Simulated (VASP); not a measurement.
CdAg:

```xyz
2
Lattice="3.3879 0.0000 0.0000 0.0000 3.3879 0.0000 0.0000 0.0000 3.3879" Properties=species:S:1:pos:R:3 pbc="T T T"
Cd    1.6940    1.6940    1.6940
Ag    0.0000    0.0000    0.0000
```

```yaml
Program: VASP 6.6.1
Task: relaxation of cell and atoms
Functional: PBEsol
Potentials_or_basis: VASP PAW PBE potentials, release 64 (Cd, Ag)
Cutoff: 600 eV
k_mesh: 12 × 12 × 12
Occupations: gaussian, width 0.1 eV
Spin: no spin polarisation
```

At the start: pressure -5.3 GPa; volume 19.44 Å³/atom.

Task: How do energy, volume and symmetry change on relaxing?

Result: Over 3 steps the energy falls by 22.4 meV/atom and the volume is 18.19 Å³/atom (-6.4 %); space group Pm-3m (No. 221, to 0.05 Å).

The path:
| step | energy change (eV) | largest force (eV/Å) | pressure (GPa) | volume (Å³) |
| --- | --- | --- | --- | --- |
| 1 | 0.0000 | 0.0000 | -5.32 | 38.89 |
| 2 | -0.0358 | 0.0000 | 2.97 | 35.36 |
| 3 | -0.0449 | 0.0000 | 0.00 | 36.38 |

Final structure:
```
Cd Ag
1.0
     3.31352    0.00000    0.00000
     0.00000    3.31352    0.00000
     0.00000    0.00000    3.31352
Cd Ag
1 1
Direct
  0.50000 0.50000 0.50000
  0.00000 0.00000 0.00000
```

Caveat: the PAW data sets were made with another functional, which shifts forces and pressure a little.
